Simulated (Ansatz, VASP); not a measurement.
# Ru (Ruthenium): VASP beside Ansatz

One calculation is typed for both programs; each brings its own data sets. How far apart do they land? The cell is taken from a series of runs on this material, whose earlier steps may have relaxed, scaled, displaced or heated it; both programs get it as it stands.

Calculated with Ansatz 0.2.0; plane waves, with VASP 6.6.1 beside it; zone-centre phonons at PBEsol.

## Step 1: The structure

Symmetry: P6_3/mmc, No. 194, hexagonal system. The conventional cell has a = 2.720 Å, b = 2.720 Å, c = 4.079 Å, α = 90.00°, β = 90.00°, γ = 120.00°. Nearest to Ru lie 12 Ru at 2.57 to 2.72 Å.

As a file:

```cif
data_structure
_symmetry_space_group_name_H-M 'P 1'
_symmetry_Int_Tables_number 1
_cell_length_a 2.7205
_cell_length_b 2.7205
_cell_length_c 4.0793
_cell_angle_alpha 90.000
_cell_angle_beta 90.000
_cell_angle_gamma 120.000
_cell_volume 26.15
loop_
_atom_site_label
_atom_site_type_symbol
_atom_site_fract_x
_atom_site_fract_y
_atom_site_fract_z
_atom_site_occupancy
Ru1 Ru 0.33333 0.66667 0.25000 1
Ru2 Ru 0.66667 0.33333 0.75000 1
```

## Step 2: VASP: zone-centre phonons, PBEsol

Second derivatives magnify differences that forces hide, and they need a tight electronic threshold.

Lines of VASP's logs that name or quote its potential files are left out, and so is its time.

INCAR

```
SYSTEM = Ru
PREC = Accurate
ENCUT = 500
EDIFF = 1E-08
NELM = 120
ISMEAR = 1
SIGMA = 0.2
LREAL = .FALSE.
ALGO = Normal
GGA = PS
NBANDS = 20
LASPH = .TRUE.
LORBIT = 11
LWAVE = .FALSE.
LCHARG = .FALSE.
ISIF = 2
IBRION = 8
GGA_COMPAT = .FALSE.
KPAR = 2
```

POSCAR

```
Ru
1.0
    2.7204631887      0.0000000000      0.0000000000
   -1.3602315943      2.3559902314      0.0000000000
    0.0000000000      0.0000000000      4.0793239789
Ru
2
Direct
    0.3333333339      0.6666666661      0.2500000000
    0.6666666661      0.3333333339      0.7500000000
```

KPOINTS

```
Automatic mesh
0
Gamma
18 18 12
0 0 0
```

Potentials, in the order of the species: Ru_pv (PBE family, release 64).

Started as:

```console
$ mpirun -np 2 vasp_std
```

Numbers of over 12 decimals in the logs are rounded to 6 here.

Output:

```text
[banner, memory and clock lines left out]
running    2 mpi-ranks, on    1 nodes
 distrk:  each k-point on    1 cores,    2 groups
 distr:  one band on    1 cores,    1 groups

 POSCAR found type information on POSCAR Ru
 POSCAR found :  1 types and       2 ions
|                                                                             |
|               ----> ADVICE to this user running VASP <----                  |
|                                                                             |
|     You enforced a specific xc type in the INCAR file but a different       |
|     [... a line on the potential file left out ...]
|     I HOPE YOU KNOW WHAT YOU ARE DOING!                                     |
|                                                                             |

 LDA part: xc-table for (Slater+PW92), standard interpolation
 POSCAR, INCAR and KPOINTS ok, starting setup
 FFT: planning ... GRIDC
 FFT: planning ... GRID_SOFT
 FFT: planning ... GRID
 WAVECAR not read
 entering main loop
       N       E                     dE             d eps       ncg     rms          rms(c)
DAV:   1     0.282452363745E+03    0.28245E+03   -0.17378E+04 10360   0.152E+03
DAV:   2    -0.158509353033E+02   -0.29830E+03   -0.28992E+03 10692   0.459E+02
DAV:   3    -0.217499740989E+02   -0.58990E+01   -0.58571E+01 11804   0.720E+01
DAV:   4    -0.217955714230E+02   -0.45597E-01   -0.45552E-01 13552   0.596E+00
DAV:   5    -0.217962042562E+02   -0.63283E-03   -0.63082E-03 11536   0.596E-01    0.212E+01
DAV:   6    -0.203580017204E+02    0.14382E+01   -0.32449E+00 12176   0.181E+01    0.593E+00
DAV:   7    -0.202666450439E+02    0.91357E-01   -0.67644E-01 11784   0.602E+00    0.107E+00
DAV:   8    -0.202577782826E+02    0.88668E-02   -0.23884E-02 11700   0.132E+00    0.500E-01
DAV:   9    -0.202561383294E+02    0.16400E-02   -0.26673E-03 11752   0.576E-01    0.468E-02
DAV:  10    -0.202561228566E+02    0.15473E-04   -0.19657E-04 11740   0.144E-01    0.262E-02
DAV:  11    -0.202561243679E+02   -0.15112E-05   -0.72248E-06 11912   0.263E-02    0.218E-03
DAV:  12    -0.202561242431E+02    0.12475E-06   -0.45418E-07 11688   0.621E-03    0.169E-03
DAV:  13    -0.202561241382E+02    0.10492E-06   -0.44908E-08 11720   0.220E-03    0.504E-04
DAV:  14    -0.202561241401E+02   -0.19159E-08   -0.44940E-10  7220   0.224E-04
   1 F= -.20256124E+02 E0= -.20255932E+02  d E =-.575507E-03
 Linear response reoptimize wavefunctions to high precision
DAV:   1    -0.202561241412E+02   -0.10755E-08   -0.51275E-11  6952   0.813E-05
DAV:   2    -0.202561241412E+02    0.13642E-11   -0.48515E-12  6712   0.216E-05
 Linear response DOF=           2
 Linear response progress:
  Degree of freedom:   1/  2
       N       E                     dE             d eps       ncg     rms          rms(c)
RMM:   1    -0.517207614606E+00   -0.51721E+00    0.29655E+00 46365   0.595E+01
RMM:   2    -0.618702917650E+00   -0.10150E+00   -0.11514E-01 63659   0.288E+00    0.152E-01
RMM:   3    -0.617368037870E+00    0.13349E-02   -0.37425E-03 73545   0.501E-01    0.691E-02
RMM:   4    -0.616015895505E+00    0.13521E-02   -0.49358E-04 74539   0.177E-01    0.261E-02
RMM:   5    -0.615818080763E+00    0.19781E-03   -0.68369E-05 88304   0.454E-02    0.100E-02
RMM:   6    -0.615721367901E+00    0.96713E-04   -0.64835E-05 80560   0.123E-02    0.387E-03
RMM:   7    -0.615721579130E+00   -0.21123E-06   -0.44177E-05 80768   0.613E-03    0.748E-04
RMM:   8    -0.615742017877E+00   -0.20439E-04   -0.29162E-05 94559   0.241E-03    0.312E-04
RMM:   9    -0.615747914568E+00   -0.58967E-05   -0.15556E-05 89806   0.106E-03    0.730E-05
RMM:  10    -0.615748815751E+00   -0.90118E-06   -0.83094E-06101211   0.559E-04    0.198E-05
RMM:  11    -0.615749078064E+00   -0.26231E-06   -0.46120E-06 88247   0.326E-04    0.100E-05
RMM:  12    -0.615749112743E+00   -0.34679E-07   -0.26899E-06 89470   0.226E-04    0.448E-06
RMM:  13    -0.615749036274E+00    0.76469E-07   -0.15067E-06 99241   0.162E-04    0.204E-06
RMM:  14    -0.615749093021E+00   -0.56747E-07   -0.91489E-07 89396   0.132E-04    0.595E-07
RMM:  15    -0.615749119132E+00   -0.26111E-07   -0.53347E-07 98251   0.111E-04    0.261E-07
RMM:  16    -0.615749131287E+00   -0.12154E-07   -0.35272E-07 86502   0.995E-05    0.123E-07
RMM:  17    -0.615749138162E+00   -0.68756E-08   -0.22475E-07 77781   0.927E-05    0.706E-08
 first order change of Fermi-energy   0.16695E-05
 force on displaced ion       1 direction 1 :  -9.489   0.001   0.000
 Linear response progress:
  Degree of freedom:   2/  2
       N       E                     dE             d eps       ncg     rms          rms(c)
RMM:   1    -0.622519155336E+00   -0.62252E+00    0.33646E+00 15992   0.602E+01
RMM:   2    -0.736107088973E+00   -0.11359E+00   -0.12872E-01 22111   0.297E+00    0.154E-01
RMM:   3    -0.735471892615E+00    0.63520E-03    0.65662E-04 25429   0.462E-01    0.783E-02
RMM:   4    -0.734912886727E+00    0.55901E-03    0.18702E-04 25279   0.172E-01    0.235E-02
RMM:   5    -0.734762552501E+00    0.15033E-03    0.57717E-04 30018   0.532E-02    0.145E-02
RMM:   6    -0.734715590695E+00    0.46962E-04    0.70520E-05 26187   0.163E-02    0.854E-03
RMM:   7    -0.734689935658E+00    0.25655E-04    0.33722E-05 25749   0.993E-03    0.201E-03
RMM:   8    -0.734687958080E+00    0.19776E-05    0.47625E-05 30379   0.368E-03    0.682E-04
RMM:   9    -0.734698311922E+00   -0.10354E-04    0.23051E-05 28637   0.154E-03    0.852E-05
RMM:  10    -0.734699362078E+00   -0.10502E-05    0.15791E-05 29289   0.674E-04    0.433E-05
RMM:  11    -0.734701291932E+00   -0.19299E-05    0.83164E-06 32351   0.385E-04    0.117E-05
RMM:  12    -0.734702053929E+00   -0.76200E-06    0.32186E-06 29593   0.251E-04    0.378E-06
RMM:  13    -0.734702201134E+00   -0.14721E-06    0.23907E-06 33654   0.179E-04    0.187E-06
RMM:  14    -0.734702389983E+00   -0.18885E-06    0.11532E-06 32357   0.141E-04    0.212E-06
RMM:  15    -0.734702474841E+00   -0.84859E-07    0.57895E-07 27559   0.120E-04    0.263E-06
RMM:  16    -0.734702469134E+00    0.57073E-08    0.22634E-07 29487   0.112E-04    0.469E-06
RMM:  17    -0.734702462218E+00    0.69159E-08   -0.34186E-08 30739   0.106E-04    0.737E-06
 first order change of Fermi-energy   0.15194E-03
 force on displaced ion       1 direction 3 :   0.000   0.000 -19.168
 Linear response finished
```

Parts of OUTCAR (step 2):

```text
ion  position               nearest neighbor table
   1  0.333  0.667  0.250-   2 2.57   2 2.57   2 2.57   2 2.57   2 2.57   2 2.57
   2  0.667  0.333  0.750-   1 2.57   1 2.57   1 2.57   1 2.57   1 2.57   1 2.57

  LATTYP: Found a hexagonal cell.
 ALAT       =     2.7204631887
 C/A-ratio  =     1.4994961137

 Subroutine GETGRP returns: Found 24 space group operations
 (whereof 12 operations were pure point group operations)

The static configuration has the point symmetry D_3d.
 The point group associated with its full space group is D_6h.

 Found    259 irreducible k-points:

   k-points           NKPTS =    259   k-points in BZ     NKDIM =    259   number of bands    NBANDS=     20

   dimension x,y,z NGX =    20 NGY =   20 NGZ =   30
   dimension x,y,z NGXF=    40 NGYF=   40 NGZF=   60

   ENCUT  =  500.0 eV  36.75 Ry    6.06 a.u.   4.96  4.96  7.44*2*pi/ulx,y,z

   NELECT =      28.0000    total number of electrons

 k-points in reciprocal lattice and weights: Automatic mesh
   0.00000000  0.00000000  0.00000000       0.000
   0.05555556 -0.00000000  0.00000000       0.002
   0.11111111 -0.00000000  0.00000000       0.002
   0.16666667  0.00000000  0.00000000       0.002
   0.22222222 -0.00000000  0.00000000       0.002
   0.27777778  0.00000000  0.00000000       0.002
   0.33333333  0.00000000  0.00000000       0.002
   0.38888889 -0.00000000  0.00000000       0.002
   0.44444444 -0.00000000  0.00000000       0.002
[...]
0.33333333  0.27777778  0.50000000       0.003
   0.33333333  0.33333333  0.50000000       0.001

 average (electrostatic) potential at core
       1 -66.4647       2 -66.4647

  Total       -0.0082982     -0.0082982      4.2456659     -0.0000000     -0.0000000     -0.0000000
  in kB       -0.5085006     -0.5085006    260.1667904     -0.0000000     -0.0000000     -0.0000000
  external PRESSURE =      86.3832631 kB  Pullay stress =       0.0000000 kB

  energy-cutoff  :      500.00
  volume of cell :       26.15
      direct lattice vectors                 reciprocal lattice vectors
     2.720463189  0.000000000  0.000000000     0.367584463  0.212224989  0.000000000
    -1.360231594  2.355990231  0.000000000     0.000000000  0.424449977  0.000000000
     0.000000000  0.000000000  4.079323979     0.000000000  0.000000000  0.245138657

 POSITION                                       TOTAL-FORCE (eV/Angst)
 -----------------------------------------------------------------------------------
      0.00000      1.57066      1.01983        -0.000000     -0.000000      0.000000
      1.36023      0.78533      3.05949         0.000000      0.000000      0.000000
 -----------------------------------------------------------------------------------
    total drift:                               -0.000001      0.000000     -0.000000

 Eigenvectors and eigenvalues of the dynamical matrix
 ----------------------------------------------------

   1 f  =    9.628070 THz    60.494950 2PiTHz  321.157856 cm-1    39.818481 meV
             X         Y         Z           dx          dy          dz
      0.000000  1.570660  1.019831     0.000000    0.000000    0.707107
      1.360232  0.785330  3.059493     0.000000    0.000000   -0.707107

   2 f  =    6.774372 THz    42.564633 2PiTHz  225.968718 cm-1    28.016538 meV
             X         Y         Z           dx          dy          dz
      0.000000  1.570660  1.019831     0.676525    0.205704    0.000000
      1.360232  0.785330  3.059493    -0.676525   -0.205704    0.000000

   3 f  =    6.774372 THz    42.564633 2PiTHz  225.968718 cm-1    28.016538 meV
             X         Y         Z           dx          dy          dz
      0.000000  1.570660  1.019831    -0.205704    0.676525    0.000000
      1.360232  0.785330  3.059493     0.205704   -0.676525    0.000000

   4 f  =    0.000000 THz     0.000000 2PiTHz    0.000002 cm-1     0.000000 meV
             X         Y         Z           dx          dy          dz
      0.000000  1.570660  1.019831    -0.012186   -0.707002    0.000000
      1.360232  0.785330  3.059493    -0.012186   -0.707002    0.000000

   5 f  =    0.000000 THz     0.000000 2PiTHz    0.000000 cm-1     0.000000 meV
             X         Y         Z           dx          dy          dz
      0.000000  1.570660  1.019831     0.000000    0.000000    0.707107
      1.360232  0.785330  3.059493     0.000000    0.000000    0.707107

   6 f/i=    0.000000 THz     0.000001 2PiTHz    0.000003 cm-1     0.000000 meV
             X         Y         Z           dx          dy          dz
      0.000000  1.570660  1.019831     0.707002   -0.012186    0.000000
      1.360232  0.785330  3.059493     0.707002   -0.012186    0.000000

 ELASTIC MODULI CONTR FROM IONIC RELAXATION (kBar)
 Direction    XX          YY          ZZ          XY          YZ          ZX
 --------------------------------------------------------------------------------
 XX         -76.4703     76.4703      0.0000     -0.0000      0.0000     -0.0000
 YY          76.4703    -76.4703     -0.0000     -0.0000      0.0000      0.0000
 ZZ           0.0000     -0.0000     -0.0000     -0.0000      0.0000      0.0000
 XY          -0.0000     -0.0000     -0.0000    -76.4703      0.0000      0.0000
 YZ           0.0000      0.0000      0.0000      0.0000      0.0000      0.0000
 ZX          -0.0000      0.0000      0.0000      0.0000      0.0000     -0.0000
 --------------------------------------------------------------------------------
```

## Step 3: Ansatz: zone-centre phonons, PBEsol

Ansatz runs on its PAW soft_1 files.

The same cell, functional, mesh and smearing now go to Ansatz, which takes its cutoff from its data sets.

input.yaml

```yaml
crystal:
  lattice:
    - [2.7204631887, 0.0, 0.0]
    - [-1.3602315943, 2.3559902314, 0.0]
    - [0.0, 0.0, 4.0793239789]
  atoms:
    - { symbol: Ru, position: [0.3333333339, 0.6666666661, 0.25] }
    - { symbol: Ru, position: [0.6666666661, 0.3333333339, 0.75] }
kpoints:
  mp_grid: { grid: [18, 18, 12] }
hamiltonian:
  xc: pbesol
  pseudopotentials: { kind: paw, azcp: { folder: soft_1 }, xc_functional: pbe }
scf:
  occupations: { method: methfessel_paxton, width: 0.2 }
output:
  eigenvalues: true
phonons:
  method: dfpt
```

Started as:

```console
$ ansatz run input.yaml --threads 4 --pin off --max-ram 10240MiB --backend cpu --events-out ev --progress --plain --runs-dir out
```

Output:

```text
zone centre: on kpoints.mp_grid the ground state, and the responses unless they are solved on pairs of k-points, stand on 637 of the mesh's 3888 k-points, reduced under 4 symmetry operations, with k and −k counted as one. Each operation leaves every solved displacement unchanged or reverses it
Engine: ansatz 0.2.0, x86_64-unknown-linux-gnu
Pseudopotentials: kind: paw
Pseudopotential: Ru, paw, valence charge 16, recommended cutoff 420 eV (normal), soft_1/Ru.paw.azcp
Functional definition: PBEsol
  exchange = pbesol_x
  correlation = pbesol_c
Crystal: 2 atoms, lattice volume = 26.146 Å³
Basis set: ecut = 420 eV, 523 PW (Γ), exchange–correlation on 40×40×60 points (8 copies of the dense FFT grid, shifted against one another)
Bands: 20, of which v1, the nominal top of the filled ones, is band 16 counted from 1 (15 counted from 0)
Symmetry: 24 space group operations
k-points: 637 of 3888 (irreducible under 4 space group operations, time reversal used)
Non-local potential: Ru, projectors of the file, l = 0: 3, l = 1: 2, l = 2: 2, l = 3: 1
PAW form: soft (Blöchl's): semilocal exchange-correlation on the pseudo side does not see the compensation charge
PAW frozen core: Ru, regenerated for the run's functional, and the local potential with it (the file was generated under x = pbe(κ = 0.804, μ = 0.219515), c = pbe(β = 0.066725))
PAW one-centre angular grid: Ru, 590 points (default); XC on 64 Gauss nodes
Initial density: superposition of atomic densities (chi_scale 0.1, normalization cell)
Initial wavefunctions: pseudopotential atomic-orbital guess
Functional: x = pbesol(κ = 0.804, μ = 0.123457), c = pbesol(β = 0.046)
SCF iter   1: F=—  HF=-11634.416157 eV  |F-HF|=—  |Δ(HF+E_count)|=         —  Δρ=1.31e-1  dr2=4.16e0  ethr=3.10e-3  ⟨swp⟩=5.0  Hψ=111901  notcnv=0  defer=44
automatic band count: the SCF goes on with 24 bands, as 20 were too few: they end inside the smearing window of the response
preconditioner: auto → none  [metal: Δε(μ)=0.005 eV  Ē_g=11.918 eV  σ=0.200 eV  W_gap=0.02  n_scr=8 (ndim 8)  ℏωp=29.0 eV  f_vac=0.000  D(μ)=1.31/eV (n_scr^D=8)  sad-step TF]
SCF iter   2: F=—  HF=-11633.451162 eV  |F-HF|=—  |Δ(HF+E_count)|=   9.65e-1  S|Δr|=    0.00e0  Δρ=7.42e-2  dr2=1.34e0  ethr=3.10e-3  ⟨swp⟩=2.8  Hψ=29543  notcnv=0  defer=1791
SCF iter   3: F=—  HF=-11633.007752 eV  |F-HF|=—  |Δ(HF+E_count)|=   4.43e-1  S|Δr|=    0.00e0  Δρ=3.74e-3  dr2=1.47e-3  ethr=3.10e-3  ⟨swp⟩=2.0  Hψ=21861  notcnv=0  defer=1791
SCF iter   4: F=—  HF=-11633.009288 eV  |F-HF|=—  |Δ(HF+E_count)|=   1.54e-3  S|Δr|=    0.00e0  Δρ=4.72e-4  dr2=2.17e-5  ethr=4.60e-6  ⟨swp⟩=2.5  Hψ=30514  notcnv=0  defer=1667
SCF iter   5: F=—  HF=-11633.009292 eV  |F-HF|=—  |Δ(HF+E_count)|=   3.94e-6  S|Δr|=    0.00e0  Δρ=1.41e-4  dr2=2.45e-6  ethr=6.79e-8  ⟨swp⟩=2.2  Hψ=23128  notcnv=0  defer=1667
SCF iter   6: F=—  HF=-11633.009290 eV  |F-HF|=—  |Δ(HF+E_count)|=   1.72e-6  S|Δr|=    0.00e0  Δρ=1.91e-5  dr2=3.75e-8  ethr=7.66e-9  ⟨swp⟩=2.8  Hψ=24664  notcnv=0  defer=1667
SCF iter   7: F=—  HF=-11633.009290 eV  |F-HF|=—  |Δ(HF+E_count)|=   9.58e-9  S|Δr|=    0.00e0  Δρ=2.22e-6  dr2=8.87e-10  ethr=1.17e-10  ⟨swp⟩=2.9  Hψ=23993  notcnv=0  defer=1667
SCF iter   8: F=-11633.009290 eV  HF=-11633.009290 eV  |F-HF|=0.00e0  |Δ(HF+E_count)|=  7.46e-11  S|Δr|=    0.00e0  Δρ=2.25e-7  dr2=9.82e-12  ethr=1.00e-12  ⟨swp⟩=9.0  Hψ=89119  notcnv=0
SCF 1 converged in 8 iterations: F = -11633.009290 eV  dr2 = 9.82e-12
  greatest PAW one-centre occupation: 1.000 electrons in one spin orbital (limit 2), on the Ru atom at site 1 (counted from 0), in its partial waves of l = 0
DFPT response loops at Γ: preconditioner auto → Kerker (q_TF=auto, 2.822 Å⁻¹) (partly filled bands, converged f_vac=0.000); β = 1.00, the filter's whole step (`scf.mixing.beta` (0.50) is not read by the response loops under this deck's `scf.mixing.preconditioner`; to damp them name `kerker` or `kerker_dos`, under which they read `scf.mixing.beta`, and type it under 1.00, their step now; both keys bind the ground state too); Broyden in place of MSR1
SCF converged after 8 iterations
Stability not checked: this state was not tested for a lower state beside it, because cold or Methfessel-Paxton smearing, or corrected tetrahedra, fill the levels in a way that the test cannot read (fill_not_monotonic; see scf.lower_state_search)
Free energy (F): -11633.009290 eV
Harris-Foulkes:  -11633.009290 eV  (|F-HF|=0.00e0)
Internal energy: -11633.008707 eV  (E = F + TS)
E sigma→0 (E₀):  -11633.009144 eV
Entropy (-TS):   -0.000584 eV (-0.292 meV/atom)
Fermi energy:    24.303353 eV
--- Per-component energies (eV) ---
  E_band       = -84.993985
  E_kinetic    = 923.927619
  E_local      = -2469.252242  (includes V_loc(G=0)·N_el)
  E_nonlocal   = 828.870941
  E_hartree    = 818.086616
  E_xc         = -339.713456
  E_vxc        = -431.062639  (∫ρ·V_xc dr)
  E_paw        = -6880.275735  (= ΣΔE_a)
  E_vpaw       = -573.652341  (= ΣTr[D̂ρ^β])
  E_aug_tail   = 0.001259  (compensation charges beyond the density's cutoff)
  E_ewald      = -4515.160303
  E_core_change = 0.506593  (= ΣΔE_core)
  E_smearing   = -0.000584  (= −TS)
  E_closure    = -0.000000  (closes the sum)
  Σ components = -11633.009290   (vs F -11633.009290, Δ=0.00e0)
--- Band table (eV; the first three rows and the last of 637) ---
  k-point 0: bands = [... 12 lower, 22.2463, 22.3191, 22.3191, 22.3773, 22.3773, 25.5412, 25.5412, 26.2340, ... 4 higher]
  k-point 1: bands = [... 12 lower, 22.1936, 22.2475, 22.2475, 22.5584, 22.5584, 25.5674, 25.5674, 25.9341, ... 4 higher]
  k-point 2: bands = [... 12 lower, 22.0463, 22.0577, 22.0577, 22.9631, 22.9631, 25.1630, 25.6162, 25.6162, ... 4 higher]
  k-point 636: bands = [... 12 lower, 21.4971, 21.4971, 22.8033, 22.8033, 25.9515, 25.9515, 29.4503, 29.4503, ... 4 higher]
--- Phonons (Γ-DFPT): 2 representative perturbations + reference, on 637 of 3888 k-points (Σ response iterations 6) ---
  k mesh reduced under 4 symmetry operations, with k and −k counted as one. Each operation leaves every solved displacement unchanged or reverses it
  ASR residual: 2.414e-4 → 0.000e0 eV/Å²; symmetrization residual: 1.170e-9 eV/Å²
  ASR residual per site (eV/Å²): 2.41e-4 2.41e-4
  Γ frequencies (cm⁻¹): 0.00 0.00 0.00 225.72 225.72 319.91
  non-analytic LO–TO correction: not included (Born effective charges unavailable; polar crystals: no LO–TO splitting at Γ)
```

## Step 4: Side by side

Known differences besides the potentials themselves: the data sets hold 32 valence electrons in Ansatz (on its PAW soft_1 files) and 28 in VASP; the cutoff is 420 eV in Ansatz and 500 eV in VASP; Ansatz makes its cores anew for this functional, VASP keeps those of its PBE data sets. Total energies have different zeros and are not compared.

Compared:

```tsv
quantity	Ansatz	VASP	difference
optical mode 1 to 2 (cm⁻¹)	225.7	226.0	-0.11 %
optical mode 3 (cm⁻¹)	319.9	321.2	-0.39 %
```

Modes are paired by rising frequency, not by their patterns, so a pair may set unlike modes beside each other; they are those without the splitting of longitudinal modes.

## Step 5: Outcome

| Quantity | Value |
| --- | --- |
| r.m.s. difference of the optical zone-centre modes, each program's sorted by frequency (zone-centre phonons, PBEsol) | 0.75 cm⁻¹ |

The r.m.s. difference of the optical zone-centre modes, each program's sorted by frequency is 0.75 cm⁻¹ (zone-centre phonons, PBEsol). The data sets hold unlike numbers of valence electrons (32 in Ansatz and 28 in VASP), so part of the differences comes from the potentials. How closely two codes agree says nothing of how well the functional describes the real material.

[Lines on the potential files, build, host, timing and source positions are cut from VASP's logs without a mark.]

[Logs are printed without paths, hosts, clocks, repeated set-up lines and the standing remarks that a program may print on its own settings, such as how far it seeks lower states.]

[Hosts, paths, dates, database ids (printed as entryN), source tags and the programs' standing remarks are cut or masked in the printed files.]
